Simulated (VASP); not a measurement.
An input for Quantum ESPRESSO's pw.x (written as the equivalent of a VASP run, and not itself run):

```
&CONTROL
  calculation = 'scf'
  pseudo_dir = './pseudo'
  outdir = './out'
  tprnfor = .true.
  tstress = .true.
/
&SYSTEM
  ibrav = 0
  nat = 3
  ntyp = 2
  ecutwfc = 72
  occupations = 'smearing'
  smearing = 'gaussian'
  degauss = 0.003675
  input_dft = 'pbe'
/
&ELECTRONS
  conv_thr = 7.3e-08
  electron_maxstep = 100
/
ATOMIC_SPECIES
  Sn 118.710 Sn.upf
  S 32.060 S.upf
CELL_PARAMETERS angstrom
     1.8509327   -3.2059097   -0.0000000
     1.8509327    3.2059097    0.0000000
     0.0000000   -0.0000000    6.6375569
ATOMIC_POSITIONS crystal
  Sn   1.0000000  1.0000000  0.0000000
  S    0.3333330  0.6666670  0.2227194
  S    0.6666670  0.3333330  0.7772806
K_POINTS automatic
  6 6 3 0 0 0
```

Question: Translate this input to VASP (INCAR, KPOINTS, POSCAR, choice of POTCAR).

Answer: One answer among several that fit: 
INCAR:
```
GGA  =  PE
ALGO  =  Normal   # blocked Davidson
PREC  =  Accurate
LMAXMIX  =  4   # l cut-off of mixed one-centre charges
NELM  =  100   # most electronic steps
ENCUT  =  520
ISMEAR  =  0   # Gaussian
EDIFF  =  1E-6   # SCF stop (eV)
LWAVE  =  .FALSE.
LCHARG  =  .TRUE.
LASPH  =  .TRUE.   # aspherical one-centre terms
SYSTEM  =  SnS2
SIGMA  =  0.05
LREAL  =  .FALSE.
```

File KPOINTS:
```
Automatic mesh
0
Gamma
6 6 3
0 0 0
```

**POSCAR**
```
SnS2
1
    1.8509326568    -3.2059096898    -0.0000000000
    1.8509326568     3.2059096898     0.0000000000
    0.0000000000    -0.0000000000     6.6375569317
Sn S
1 2
Direct
  1.0000000000   1.0000000000   0.0000000000
  0.3333330000   0.6666670000   0.2227193572
  0.6666670000   0.3333330000   0.7772806428
```

POTCAR, in this order: Sn_d S (PBE.64 set). Program: vasp_std.

What does not carry over: the potentials are each code's own (VASP's PAW set, PseudoDojo norm-conserving files in pw.x), so ENCUT and ecutwfc are chosen apart and not converted; conv_thr bounds pw.x's estimated SCF error, while EDIFF bounds the energy change between steps.

The compound is SnS2 in the 1T layered structure. It was relaxed first, which changed the volume by +16 %.
